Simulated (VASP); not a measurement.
Input:

```xyz
2
Lattice="0.0000 2.4482 2.4482 2.4482 0.0000 2.4482 2.4482 2.4482 0.0000" Properties=species:S:1:pos:R:3 pbc="T T T"
Y      0.0000     0.0000     0.1500
N      2.4482     2.4482     2.4482
```

Calculation: r2SCAN meta-GGA, VASP's PBE PAW potentials (set 64) (plane waves; VASP). Numerical set-up: 600 eV cut-off, 8×8×8 Γ-centred mesh, Gaussian smearing of 0.050 eV, potentials Y_sv N.

**Question.** Which forces act on the atoms, in eV/Å?

**Answer.** 
```csv
atom,Fx,Fy,Fz
Y1,0.000,0.000,-0.467
N2,0.000,0.000,0.467
```

**Question.** Give the stress tensor in GPa (positive for a compressed cell).

**Answer.** 
```
-0.56   0.00   0.00
 0.00  -0.56   0.00
 0.00   0.00   3.91
```
The pressure is its mean diagonal, 0.93 GPa.

The compound is YN in the rock salt structure. This cell was strained or had an atom moved on purpose.
